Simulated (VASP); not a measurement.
# MgAuCl2 (P4/mmm) in VASP: further runs, part 2 of 3

VASP 6.6.1. The steps go on from the part before.

### Step 4. Relaxation of cell and atoms, PBE

This run uses another cell than the first one, of 19.37 Å³/atom, 0.856 times its volume.

INCAR

```
SYSTEM = MgAuCl2
ALGO = Normal
EDIFF = 1E-7
EDIFFG = -0.04
ENCUT = 600
GGA = PE
IBRION = 2
ISIF = 3
ISMEAR = 0
LASPH = .True.
LCHARG = .False.
LREAL = .False.
LWAVE = .False.
NELM = 100
NSW = 90
PREC = Accurate
SIGMA = 0.1
```

KPOINTS

```
k-points
0
Gamma
  4 4 6
  0 0 0
```

POSCAR

```
MgAuCl2
1.0
    5.3168975200      0.0000000000      0.0000000000
    0.0000000000      5.3168975200      0.0000000000
    0.0000000000      0.0000000000      2.7406746500
Mg Au Cl
1 1 2
Direct
    0.5000000000      0.5000000000      0.5000000000
    0.0000000000      0.0000000000      0.0000000000
    0.5000000000      0.0000000000      0.0000000000
    0.0000000000      0.5000000000      0.0000000000
```

Potentials or basis: VASP PAW PBE potentials, release 64 (Mg, Au, Cl).

Started as:

```sh
cat potpaw_PBE.64/Mg/POTCAR potpaw_PBE.64/Au/POTCAR potpaw_PBE.64/Cl/POTCAR > POTCAR
mpirun -np 1 vasp_std > vasp.out
```

OUTCAR:

```text
SYSTEM = MgAuCl2
   EDIFF = 1E-7
   EDIFFG = -0.04
   ENCUT = 600
   GGA = PE
   IBRION = 2
   ISIF = 3
   ISMEAR = 0
   LASPH = .True.
   LREAL = .False.
   NELM = 100
   NSW = 90
   PREC = Accurate

 ion  position               nearest neighbor table
   1  0.500  0.500  0.500-   3 2.99   4 2.99   3 2.99   4 2.99   3 2.99   3 2.99   4 2.99   4 2.99

   2  0.000  0.000  0.000-   3 2.66   4 2.66   4 2.66   3 2.66
   3  0.500  0.000  0.000-   2 2.66   2 2.66   1 2.99   1 2.99   1 2.99   1 2.99
   4  0.000  0.500  0.000-   2 2.66   2 2.66   1 2.99   1 2.99   1 2.99   1 2.99

  LATTYP: Found a simple tetragonal cell.
 ALAT       =     5.3168975200
 C/A-ratio  =     0.5154650131

  Lattice vectors:

 A1 = (   5.3168975200,   0.0000000000,   0.0000000000)
 A2 = (   0.0000000000,   5.3168975200,   0.0000000000)
 A3 = (   0.0000000000,   0.0000000000,   2.7406746500)

Analysis of symmetry for initial positions (statically):
=====================================================================
 Subroutine PRICEL returns:
 Original cell was already a primitive cell.

 Routine SETGRP: Setting up the symmetry group for a
 simple tetragonal supercell.

 Subroutine GETGRP returns: Found 16 space group operations
 (whereof 16 operations were pure point group operations)
 out of a pool of 16 trial point group operations.

The static configuration has the point symmetry D_4h.

Analysis of symmetry for dynamics (positions and initial velocities):
=====================================================================
 Subroutine PRICEL returns:
 Original cell was already a primitive cell.

 Routine SETGRP: Setting up the symmetry group for a
 simple tetragonal supercell.

 Subroutine GETGRP returns: Found 16 space group operations
 (whereof 16 operations were pure point group operations)
 out of a pool of 16 trial point group operations.

The dynamic configuration has the point symmetry D_4h.

 Subroutine INISYM returns: Found 16 space group operations
 (whereof 16 operations are pure point group operations),
 and found     1 'primitive' translations

----------------------------------------------------------------------------------------

                                     Primitive cell

  volume of cell :      77.4772

  direct lattice vectors                    reciprocal lattice vectors
     5.316897520  0.000000000  0.000000000     0.188079608  0.000000000  0.000000000
     0.000000000  5.316897520  0.000000000     0.000000000  0.188079608  0.000000000
     0.000000000  0.000000000  2.740674650     0.000000000  0.000000000  0.364873663

  length of vectors
     5.316897520  5.316897520  2.740674650     0.188079608  0.188079608  0.364873663

  position of ions in fractional coordinates (direct lattice)
     0.500000000  0.500000000  0.500000000
     0.000000000  0.000000000  0.000000000
     0.500000000  0.000000000  0.000000000
     0.000000000  0.500000000  0.000000000

  ion indices of the primitive-cell ions
   primitive index   ion index
                 1           1
                 2           2
                 3           3
                 4           4

----------------------------------------------------------------------------------------

 KPOINTS: k-points

Automatic generation of k-mesh.
 Grid dimensions read from file:
 generate k-points for:    4    4    6

 Generating k-lattice:

  Cartesian coordinates                     Fractional coordinates (reciprocal lattice)
     0.047019902  0.000000000  0.000000000     0.250000000  0.000000000  0.000000000
     0.000000000  0.047019902  0.000000000     0.000000000  0.250000000  0.000000000
     0.000000000  0.000000000  0.060812277     0.000000000  0.000000000  0.166666667

  Length of vectors
     0.047019902  0.047019902  0.060812277

  Shift w.r.t. Gamma in fractional coordinates (k-lattice)
     0.000000000  0.000000000  0.000000000

 Subroutine IBZKPT returns following result:
 ===========================================

 Found     24 irreducible k-points:

 Following reciprocal coordinates:
            Coordinates               Weight
  0.000000  0.000000  0.000000      1.000000
  0.250000  0.000000  0.000000      4.000000
  0.500000  0.000000  0.000000      2.000000
  0.250000  0.250000  0.000000      4.000000
  0.500000  0.250000  0.000000      4.000000
  0.500000  0.500000  0.000000      1.000000
[... 16 lines left out ...]
  0.500000  0.250000  0.500000      4.000000
  0.500000  0.500000  0.500000      1.000000
   k-points           NKPTS =     24   k-points in BZ     NKDIM =     24   number of bands    NBANDS=     17
   number of dos      NEDOS =    301   number of ions     NIONS =      4
   total plane-waves  NPLWV =  42336
   dimension x,y,z NGX =    42 NGY =   42 NGZ =   24
   dimension x,y,z NGXF=    84 NGYF=   84 NGZF=   48
   ions per type =               1   1   2
   NGX,Y,Z   is equivalent  to a cutoff of  13.13, 13.13, 14.56 a.u.
   NGXF,Y,Z  is equivalent  to a cutoff of  26.26, 26.26, 29.12 a.u.
 SYSTEM =  MgAuCl2
   PREC   = accura    normal or accurate (medium, high low for compatibility)
   ISTART =      0    job   : 0-new  1-cont  2-samecut
   ICHARG =      2    charge: 1-file 2-atom 10-const
   ISPIN  =      1    spin polarized calculation?
   LNONCOLLINEAR =      F non collinear calculations
   LSORBIT =      F    spin-orbit coupling
   LASPH  =      T    aspherical Exc in radial PAW
   ENCUT  =  600.0 eV  44.10 Ry    6.64 a.u.  10.62 10.62  5.47*2*pi/ulx,y,z
   NELM   =    100;   NELMIN=  2; NELMDL= -5     # of ELM steps
   EDIFF  = 0.1E-06   stopping-criterion for ELM
   LREAL  =      F    real-space projection
   EDIFFG = -.4E-01   stopping-criterion for IOM
   NSW    =     90    number of steps for IOM
   IBRION =      2    ionic relax: 0-MD 1-quasi-New 2-CG
   NFREE  =      1    steps in history (QN), initial steepest desc. (CG)
   ISIF   =      3    stress and relaxation
   ISYM   =      2    0-nonsym 1-usesym 2-fastsym
   POTIM  = 0.5000    time-step for ionic-motion
   TEBEG  =    0.0;   TEEND  =   0.0 temperature during run
   PSTRESS=    0.0 pullay stress
   NELECT =      27.0000    total number of electrons
   NUPDOWN=      -1.0000    fix difference up-down
   EMIN   =  10.00;   EMAX   =-10.00  energy-range for DOS
   EFERMI =   0.00;   METHOD = LEGACY
   ISMEAR =     0;   SIGMA  =   0.10  broadening in eV -4-tet -1-fermi 0-gaus
   EFERMI_NEDOS =   21; number of points for ismear=-14 and -15
   IALGO  =     38    algorithm
   IMIX   =      4    mixing-type and parameters
     AMIX     =   0.40;   BMIX     =  1.00
     AMIX_MAG =   1.60;   BMIX_MAG =  1.00
  volume/ion in A,a.u.               =      19.37       130.71
  Fermi-wavevector in a.u.,A,eV,Ry     =   1.152050  2.177059 18.057919  1.327220
  Thomas-Fermi vector in A             =   2.288704
   LORBIT       =      0    0 simple, 1 ext, 2 COOP (PROOUT), +10 PAW based schemes
   GGA     = PE    functional components
   LHFCALC =     F    Hartree Fock is set to
   AEXX    =    0.0000 exact exchange contribution
   IVDW    =     0    specifies the selected vdW correction
   LEPSILON=     F    determine dielectric tensor
   LRPA    =     F    only Hartree local field effects (RPA)
 conjugate gradient relaxation of ions
 non-spin polarized calculation
 Gauss-broadening in eV      SIGMA  =   0.10
  energy-cutoff  :      600.00
  volume of cell :       77.48
 maximum number of plane-waves:      2606
   NGX = 21   NGY = 21   NGZ = 11

--------------------------------------- Ionic step        1  -------------------------------------------

 number of electron      27.0000005 magnetization

 Free energy of the ion-electron system (eV)
  ---------------------------------------------------
  ext. energy  EPLUGINS =         0.00000000
  ---------------------------------------------------
  free energy    TOTEN  =        -8.64597531 eV

  energy without entropy =       -8.63820505  energy(sigma->0) =       -8.64209018

 E-fermi :   5.5631     XC(G=0): -10.0559

 val. band max:        5.5483424055   @ k =   0.2500   0.2500   0.0000
 cond. band min:       5.6071179388   @ k =   0.5000   0.0000   0.1667
 fundamental gap:      0.0587755333
 Fermi energy:         5.5630918655

 k-point     1 :       0.0000    0.0000    0.0000
  band No.  band energies     occupation
      1     -11.4555      2.00000
      2     -11.0009      2.00000
      3      -0.6947      2.00000
      4      -0.6947      2.00000
      5      -0.1498      2.00000
      6       0.9027      2.00000
[... 9 lines left out ...]
     16      10.9911      0.00000
     17      12.0238      0.00000
[... 645 lines left out ...]
  energy  without entropy=       -9.6207049163  energy(sigma->0) =       -9.62292005

--------------------------------------- Ionic step        6  -------------------------------------------

 number of electron      27.0000003 magnetization

 Free energy of the ion-electron system (eV)
  ---------------------------------------------------
  ext. energy  EPLUGINS =         0.00000000
  ---------------------------------------------------
  free energy    TOTEN  =        -9.62559350 eV

  energy without entropy =       -9.62117141  energy(sigma->0) =       -9.62338246

 E-fermi :   4.5333     XC(G=0):  -9.3334

 val. band max:        4.5207593017   @ k =   0.5000   0.5000   0.5000
 cond. band min:       4.6533666384   @ k =   0.5000   0.0000   0.1667
 fundamental gap:      0.1326073366
 Fermi energy:         4.5333088894

 k-point     1 :       0.0000    0.0000    0.0000
  band No.  band energies     occupation
      1     -12.3074      2.00000
      2     -11.8656      2.00000
      3      -1.4601      2.00000
      4      -1.4601      2.00000
      5       0.0547      2.00000
      6       0.0547      2.00000
[... 9 lines left out ...]
     16      10.3081      0.00000
     17      10.3732      0.00000
[... 489 lines left out ...]
  FREE ENERGIE OF THE ION-ELECTRON SYSTEM (eV)
  ---------------------------------------------------
  free  energy   TOTEN  =        -9.6255935015 eV

  energy  without entropy=       -9.6211714103  energy(sigma->0) =       -9.62338246

 reached required accuracy - stopping structural energy minimisation
```

OSZICAR:

```text
N       E                     dE             d eps       ncg     rms          rms(c)
DAV:   1     0.174958490915E+03    0.17496E+03   -0.13456E+04   816   0.154E+03
DAV:   2     0.772270142418E+00   -0.17419E+03   -0.16966E+03  1110   0.273E+02
DAV:   3    -0.919663405131E+01   -0.99689E+01   -0.98484E+01   933   0.705E+01
[... 61 lines left out ...]
DAV:   3    -0.962568842547E+01    0.24090E-03   -0.38724E-04   917   0.154E-01    0.681E-02
DAV:   4    -0.962559780279E+01    0.90623E-04   -0.25870E-04   972   0.975E-02    0.226E-02
DAV:   5    -0.962559411080E+01    0.36920E-05   -0.17736E-05   945   0.415E-02    0.115E-02
DAV:   6    -0.962559347658E+01    0.63422E-06   -0.32720E-06   938   0.182E-02    0.316E-03
DAV:   7    -0.962559350154E+01   -0.24960E-07   -0.38899E-07   861   0.426E-03
   6 F= -.96255935E+01 E0= -.96233825E+01  d E =-.458315E-03
```

It took 2.1 min on 1 thread of Intel Xeon Platinum 8488C (Sapphire Rapids), shared host; peak memory 0.23 GiB.

What came out:

```
Free energy                            : -9.6256 eV
Relaxed volume                         : 22.55 Å³/atom
Relaxed cell                           : a = 5.275 Å, b = 5.275 Å, c = 3.242 Å, α = 90.00°, β = 90.00°, γ = 90.00°
Space group after relaxing (to 0.05 Å) : P4/mmm (No. 123)
Energy gained by relaxing              : 244.9 meV/atom
Ionic steps                            : 6
Pressure after relaxing                : 0.1 GPa
Band gap on the k mesh                 : none (metal or under the smearing width)
```

Step by step:
```tsv
step	energy change (eV)	largest force (eV/Å)	pressure (GPa)	volume (Å³)
1	0.0000	0.0000	9.77	77.48
2	-0.9758	0.0000	-0.30	90.65
3	-0.9767	0.0000	-0.40	90.96
4	-0.9792	0.0000	0.11	90.03
5	-0.9792	0.0000	0.13	89.98
6	-0.9796	0.0000	0.07	90.20
```

Final structure:
```
Mg Au Cl
1.0
     5.27452    0.00000    0.00000
     0.00000    5.27452    0.00000
     0.00000    0.00000    3.24237
Mg Au Cl
1 1 2
Direct
  0.50000 0.50000 0.50000
  0.00000 0.00000 0.00000
  0.50000 0.00000 0.00000
  0.00000 0.50000 0.00000
```

Levels at points of the mesh, in eV from the Fermi level:
| k point | band 9 | band 10 | band 11 | band 12 | band 13 | band 14 | band 15 | band 16 | band 17 |
| --- | --- | --- | --- | --- | --- | --- | --- | --- | --- |
| (0.00, 0.00, 0.00) | -3.19 | -3.00 | -2.92 | -2.92 | -2.68 | -2.32 | -1.77 | 5.77 | 5.84 |
| (0.50, 0.00, 0.00) | -2.92 | -2.92 | -2.84 | -2.83 | -2.00 | -0.16 | 1.66 | 3.39 | 4.69 |
| (0.50, 0.50, 0.00) | -3.59 | -2.93 | -1.99 | -1.99 | -0.13 | 1.37 | 2.02 | 2.02 | 2.97 |
| (0.00, 0.00, 0.50) | -3.81 | -3.81 | -3.48 | -3.10 | -2.62 | 0.59 | 1.18 | 2.48 | 3.37 |
| (0.50, 0.00, 0.50) | -3.79 | -3.04 | -2.86 | -2.75 | -1.21 | 1.13 | 2.03 | 2.17 | 3.40 |
| (0.50, 0.50, 0.50) | -3.02 | -3.02 | -2.69 | -1.54 | -0.10 | -0.01 | 1.03 | 3.54 | 5.04 |

Caveat: the k mesh is coarse (spacing up to 0.38 Å⁻¹), so the values aren't converged; the volume moved by over 15 % at a fixed basis, so the end points are rough; an odd number of electrons without spin polarisation forces a metal; a magnetic or distorted state may lie lower. The run has no spin-orbit coupling, so splittings on Au are missing.

(Part 2 of 3 ends here.)
